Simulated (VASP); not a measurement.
These are r2SCAN meta-GGA, VASP's PBE PAW potentials (set 64) (plane waves; VASP 6.6.1) values and carry that method's errors.

Input for VASP

POSCAR:
```
C monolayer
1
    2.4573474498     0.0000000000     0.0000000000
   -1.2286737249     2.1281248258     0.0000000000
    0.0000000000     0.0000000000    16.5192374338
C
2
Direct
  0.0000000000   0.0000000000   0.5000000000
  0.6666670000   0.3333330000   0.5000000000
```

**INCAR**
```
SYSTEM  =  C monolayer
PREC  =  Normal; ENCUT  =  500; LREAL  =  .FALSE.
LASPH  =  .TRUE.
EDIFF  =  1E-6; NELM  =  100; NELMIN  =  4
ALGO  =  Normal; LMIXTAU  =  .TRUE.
ISMEAR  =  1; SIGMA  =  0.1
METAGGA  =  R2SCAN
LWAVE  =  .FALSE.; LCHARG  =  .FALSE.; LORBIT  =  11
LVHAR  =  .TRUE.
```

**KPOINTS**
```
Automatic mesh
0
Gamma
24 24 1
0 0 0
```

POTCAR, in this order: C (PBE.64 set). Program: vasp_std. Read from the step before: WAVECAR.

Problem. What does the run give for the energy per atom (σ→0), band gap (on the k-mesh)?

Solution. 
The energy per atom (σ→0) comes out as -957.3 kJ/mol of atoms and the band gap (on the k-mesh) comes out as none (metal, semimetal or under 0.01 eV).

**OSZICAR**
```
...
DAV:   2    -0.198429604922E+02   -0.56845E-05   -0.74452E-08  1040   0.424E-03    0.107E-04
DAV:   3    -0.198429608661E+02   -0.37392E-06   -0.20832E-07   984   0.720E-03    0.577E-05
DAV:   4    -0.198429519851E+02    0.88810E-05   -0.18838E-07  1000   0.664E-03    0.459E-05
DAV:   5    -0.198429483518E+02    0.36333E-05   -0.10523E-07   984   0.576E-03    0.473E-05
DAV:   6    -0.198429454171E+02    0.29347E-05   -0.51618E-08  1000   0.404E-03    0.514E-05
DAV:   7    -0.198429411925E+02    0.42246E-05   -0.32197E-08   992   0.320E-03    0.604E-05
DAV:   8    -0.198429411229E+02    0.69618E-07   -0.74583E-08   984   0.526E-03
   1 F= -.19842941E+02 E0= -.19842876E+02  d E =-.195899E-03
```

The cell is a sheet with vacuum, built from C (graphite).
